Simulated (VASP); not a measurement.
Runs of VASP 6.6.1 on Si2W. Symmetry: I4/mmm, No. 139, tetragonal system. The conventional cell has a = 3.214 Å, b = 3.214 Å, c = 7.830 Å, α = 90.00°, β = 90.00°, γ = 90.00°. Si (site symmetry 4mm) has 5 Si at 2.59 to 2.63 Å and 5 W at 2.62 Å as nearest neighbours. Around W (site symmetry 4/mmm) lie 10 Si at 2.62 Å. 

```tsv
task	level	potentials or basis	spin	cell	cutoff (eV)	k mesh for the DOS	occupations for the DOS	pressure (GPa)	largest force (eV/Å)
relaxation of cell and atoms	PBEsol	VASP PAW PBE potentials, release 64 (Si, W_sv)	off	relaxed	600	-	-	0.0	0.01
band structure	LDA	VASP PAW LDA potentials, release 64 (Si, W_sv)	off	I4/mmm, 13.38 Å³/atom	520	-	-	-3.5	0.06
band structure	PBE	VASP PAW PBE potentials, release 64 (Si, W_sv)	SOC, no magnetisation	I4/mmm, 13.38 Å³/atom	520	-	-	(b)	0.06
band structure	r2SCAN	VASP PAW PBE potentials, release 64 (Si, W_sv)	off	I4/mmm, 13.38 Å³/atom	520	-	-	(a)	0.04
band structure	PBE	VASP PAW PBE potentials, release 64 (Si, W_sv)	off	I4/mmm, 13.38 Å³/atom	520	-	-	5.1	0.05
```

Alike in all rows: k mesh 16 × 16 × 16; smearing methfessel-paxton 0.1 eV.

Estimate the missing entries.

(a) 0.7; (b) 5.3.

Caveats: the PAW data sets were made with another functional, which shifts forces and pressure a little (some runs).
